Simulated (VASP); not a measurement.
Input:

```
CELL_PARAMETERS angstrom
      0.00000     2.94270     2.94270
      2.94270     0.00000     2.94270
      2.94270     2.94270     0.00000
ATOMIC_POSITIONS crystal
  Ag 0.00000 0.00000 0.00000
  Br 0.50000 0.50000 0.50000
```

Method: PBE GGA, VASP's PBE PAW potentials (set 64) (plane waves; VASP 6.6.1). Settings: 400 eV cut-off, 8×8×8 Γ-centred mesh, Gaussian smearing of 0.050 eV, potentials Ag Br.

Gaps are read on the run's mesh, which can miss a band edge.

Problem. Predict the energy per atom (σ→0), pressure, band gap (on the k-mesh) with the smallest direct gap where there is one.

Solution. 
```json
{
 "band gap (on the k-mesh)": "0.70 eV",
 "smallest direct gap (on the k-mesh)": "2.37 eV",
 "energy per atom (σ→0)": "-2.498 eV/atom",
 "pressure": "-1.05 GPa"
}
```

Total energies compare only between runs with the same potentials, cut-off and functional.

The compound is AgBr in the rock salt structure. The cell was not relaxed at this level. The run is one of a series of settings (KPOINTS 8×8×8 Γ-centred mesh against the base run), some of them coarse on purpose.
